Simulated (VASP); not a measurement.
Here is the system:

```
AlP
1.0
    3.11945     0.00000     0.00000
    0.00000     3.11945     0.00000
    0.00000     0.00000     3.11945
Al P
1 1
Direct
  0.00000   0.00000   0.00000
  0.50000   0.50000   0.50000
```

Calculation: PBE GGA, VASP's PBE PAW potentials (set 64) (plane waves; VASP 6.6.1). Settings: 400 eV cut-off, 13×13×13 Γ-centred mesh, tetrahedra with Blöchl corrections, potentials Al P.

### Question
What does the run give for the energy per atom (σ→0), band gap (on the k-mesh) with the smallest direct gap where there is one?

### Answer

band gap (on the k-mesh): none (metal, semimetal or under 0.01 eV)
energy per atom (σ→0): -4.446 eV/atom

The structure was generated: AlP was put into the CsCl type type (Pm-3m), which need not be its known phase. It was relaxed first, which changed the volume by +17 %.
